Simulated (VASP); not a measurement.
```
HfO
1.0
    3.13004     0.00000     0.00000
   -1.56502     2.71070     0.00000
    0.00000     0.00000     6.58040
Hf O
2 2
Cartesian
  0.00000   1.80713   0.23755
  1.56502   0.90357   3.52775
  0.00000   1.80713   2.23010
  1.56502   0.90357   5.52030
```

All values below come from PBEsol GGA, VASP's PBE PAW potentials (set 64) (plane waves; VASP). Settings: 520 eV cut-off, Gaussian smearing of 0.050 eV, potentials Hf_pv O.

Unless said otherwise, spin-orbit coupling is left out, though it shifts the bands of the heavy elements here.

Task: Estimate the band gap (along the path) with the smallest direct gap where there is one.

Result: 
```
Item                                                          Value
-------------------------  ----------------------------------------
band gap (along the path)  none (metal, semimetal or under 0.01 eV)
```

The absolute energy has meaning only against runs of the same code, potentials and settings.

The structure was generated: HfO was put into the wurtzite type (P6_3mc), which need not be its known phase. It was relaxed first, which changed the volume by -35 %.
